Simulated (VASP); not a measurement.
Input:

```
CELL_PARAMETERS angstrom
      0.00000     2.20030     2.20030
      2.20030     0.00000     2.20030
      2.20030     2.20030     0.00000
ATOMIC_POSITIONS crystal
  Al 0.00000 0.00000 0.00000
  N  0.75000 0.75000 0.75000
```

All values below come from HSE06 screened hybrid, VASP's PBE PAW potentials (set 64) (plane waves; VASP 6.6.1). Settings: 500 eV cut-off, 8×8×8 Γ-centred mesh, Gaussian smearing of 0.050 eV, potentials Al N.

Give the energies of bands 2 to 5 at the high-symmetry points, in eV from the valence-band maximum.

```tsv
band	Γ	X	U	L	W
2	0.00	-5.27	-4.58	-6.26	-4.09
3	0.00	-1.93	-3.85	-0.53	-3.66
4	0.00	-1.93	-1.49	-0.53	-2.83
5	5.36	4.55	6.47	8.68	7.41
```

The gap is indirect, 4.55 eV, from the valence maximum at Γ to the conduction minimum at X.

The structure comes from a computed database's AlN entry (F-43m); how it stands against other phases isn't given here. It was relaxed first. The cell's shape comes from a PBE relaxation.
